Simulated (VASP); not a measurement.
These are r2SCAN+rVV10, VASP's PBE PAW potentials (set 64) (plane waves; VASP) values and carry that method's errors.

The input files of a VASP run:

**INCAR**
```
LWAVE  =  .FALSE.
LCHARG  =  .FALSE.
SYSTEM  =  Ge
ISMEAR  =  0   ! Gaussian
IBRION  =  2
LREAL  =  .FALSE.
LMIXTAU  =  .TRUE.
BPARAM  =  11.95
EDIFF  =  1E-6   ! SCF stop (eV)
EDIFFG  =  -0.01   ! ionic stop
LUSE_VDW  =  .TRUE.
CPARAM  =  0.0093
SIGMA  =  0.05   ! width (eV)
ALGO  =  Normal
METAGGA  =  R2SCAN
LASPH  =  .TRUE.
NSW  =  60
ENCUT  =  400
ISIF  =  3   ! ions, shape and volume
NELM  =  100
PREC  =  Accurate
LMAXMIX  =  4   ! l cut-off of mixed one-centre charges
```

**POSCAR**
```
Ge
1
   -0.0000000000     2.8221140317     2.8221140317
    2.8221140317    -0.0000000000     2.8221140317
    2.8221140317     2.8221140317    -0.0000000000
Ge
2
Direct
  1.0000000000   1.0000000000   1.0000000000
  0.2500000000   0.2500000000   0.2500000000
```

KPOINTS:
```
Regular mesh
0
gamma
  7 7 7
0 0 0
```

POTCAR, in this order: Ge_d (PBE.64 set). Program: vasp_std.

What VASP printed:

**OSZICAR**
```
       N       E                     dE             d eps       ncg     rms          rms(c)
DAV:   1     0.131825374734E+03    0.13183E+03   -0.13960E+04   744   0.381E+03
DAV:   2    -0.104482546458E+02   -0.14227E+03   -0.14021E+03   720   0.485E+02
DAV:   3    -0.290288908427E+02   -0.18581E+02   -0.18433E+02   802   0.140E+02
DAV:   4    -0.295862326965E+02   -0.55734E+00   -0.55645E+00   814   0.281E+01
DAV:   5    -0.295956649624E+02   -0.94323E-02   -0.94315E-02   838   0.372E+00    0.343E+00
DAV:   6    -0.268898608829E+02    0.27058E+01   -0.36931E-01   884   0.117E+01    0.199E+00
DAV:   7    -0.271262795413E+02   -0.23642E+00   -0.38736E-01   892   0.896E+00    0.337E-01
DAV:   8    -0.268958292526E+02    0.23045E+00   -0.12946E-01   778   0.509E+00    0.133E-01
DAV:   9    -0.268875890867E+02    0.82402E-02   -0.51538E-03   740   0.795E-01    0.117E-01
DAV:  10    -0.268899731402E+02   -0.23841E-02   -0.28922E-03   914   0.927E-01    0.436E-02
DAV:  11    -0.268903264077E+02   -0.35327E-03   -0.18174E-03   772   0.576E-01    0.223E-02
DAV:  12    -0.268905533641E+02   -0.22696E-03   -0.16206E-04   750   0.151E-01    0.172E-02
DAV:  13    -0.268905074476E+02    0.45917E-04   -0.68833E-05   778   0.108E-01    0.920E-03
DAV:  14    -0.268906070593E+02   -0.99612E-04   -0.32854E-05   722   0.666E-02    0.415E-03
DAV:  15    -0.268906275435E+02   -0.20484E-04   -0.19850E-05   578   0.378E-02    0.205E-03
DAV:  16    -0.268906289303E+02   -0.13868E-05   -0.19641E-06   576   0.181E-02    0.105E-03
DAV:  17    -0.268906298032E+02   -0.87284E-06   -0.20500E-07   386   0.573E-03
   1 F= -.26890630E+02 E0= -.26890630E+02  d E =-.268906E+02
```

### OUTCAR
```
------------------------ aborting loop because EDIFF is reached ----------------------------------------
  FORCE on cell =-STRESS in cart. coord.  units (eV):
  Direction    XX          YY          ZZ          XY          YZ          ZX
  --------------------------------------------------------------------------------------
  Total        0.0048228      0.0048228      0.0048228      0.0000000      0.0000000      0.0000000
  in kB        0.1718934      0.1718934      0.1718934      0.0000000      0.0000000      0.0000000
  external PRESSURE =       0.1718934 kB  Pullay stress =       0.0000000 kB
  volume of cell :       44.95
      direct lattice vectors                 reciprocal lattice vectors
     0.000000000  2.822114032  2.822114032    -0.177172146  0.177172146  0.177172146
     2.822114032  0.000000000  2.822114032     0.177172146 -0.177172146  0.177172146
     2.822114032  2.822114032  0.000000000     0.177172146  0.177172146 -0.177172146
 POSITION                                       TOTAL-FORCE (eV/Angst)
 -----------------------------------------------------------------------------------
      0.00000      0.00000      0.00000        -0.000000     -0.000000     -0.000000
      1.41106      1.41106      1.41106         0.000000      0.000000      0.000000
 -----------------------------------------------------------------------------------
    total drift:                                0.000000      0.000000      0.000000
  FREE ENERGIE OF THE ION-ELECTRON SYSTEM (eV)
  ---------------------------------------------------
  free  energy   TOTEN  =       -26.8906298032 eV

  energy  without entropy=      -26.8906298032  energy(sigma->0) =      -26.89062980

 reached required accuracy - stopping structural energy minimisation
```
(Selected blocks of OUTCAR.)

The structure comes from a measured Ge entry (Fd-3m) of the Crystallography Open Database, whose conditions weren't checked. It was relaxed first. The start is the result of an earlier pass.
